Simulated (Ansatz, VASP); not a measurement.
## Sb2Au: VASP beside Ansatz

File INCAR:

```
PREC = Accurate ; ENCUT = 520
EDIFF = 1E-6 ; ISMEAR = -1
SIGMA = 0.1 ; LREAL = False
LASPH = True ; NELM = 80
ALGO = Normal ; ISIF = 2
LWAVE = False ; LCHARG = True
GGA = CA ; LELF = True
LVHAR = True ; NBANDS = 18
```

KPOINTS

```
Automatic mesh
0
Gamma
  6 6 6
```

POSCAR

```
Sb2Au
1.0
    0.0000000000      3.2426287469      3.2426287469
    3.2426287469      0.0000000000      3.2426287469
    3.2426287469      3.2426287469      0.0000000000
Sb Au
2 1
Direct
    0.2500000000      0.2500000000      0.2500000000
    0.7500000000      0.7500000000      0.7500000000
    0.0000000000      0.0000000000      0.0000000000
```

Input for Ansatz:

```yaml
crystal:
  lattice:
    - [0.0, 3.2426287468634305, 3.2426287468634305]
    - [3.2426287468634305, 0.0, 3.2426287468634305]
    - [3.2426287468634305, 3.2426287468634305, 0.0]
  atoms:
    - { symbol: Sb, position: [0.25, 0.25, 0.25] }
    - { symbol: Sb, position: [0.75, 0.75, 0.75] }
    - { symbol: Au, position: [0.0, 0.0, 0.0] }
basis:
  ecutwfc: 500.0
kpoints:
  mp_grid:
    grid: [6, 6, 6]
hamiltonian:
  xc: lda
scf:
  occupations:
    method: fermi_dirac
    width: 0.1
output:
  stress: true
```

Alike in both runs: task single point; functional LDA; k mesh 6 × 6 × 6; occupations fermi-dirac, width 0.1 eV; no spin polarisation.

```csv
,VASP,Ansatz
version,VASP 6.6.1,Ansatz 0.2.0
potentials or method,"VASP PAW LDA potentials, release 64 (Sb, Au)","plane waves, PAW"
plane-wave cutoff (eV),520,500
valence electrons in the cell,21,49
```

```csv
,VASP,Ansatz,Ansatz less VASP
pressure (GPa),13.0,12.6,-0.36
```

The two sets of potentials don't hold the same shells in valence.

Spin-orbit coupling is left out, which matters for the levels of Au, Sb.
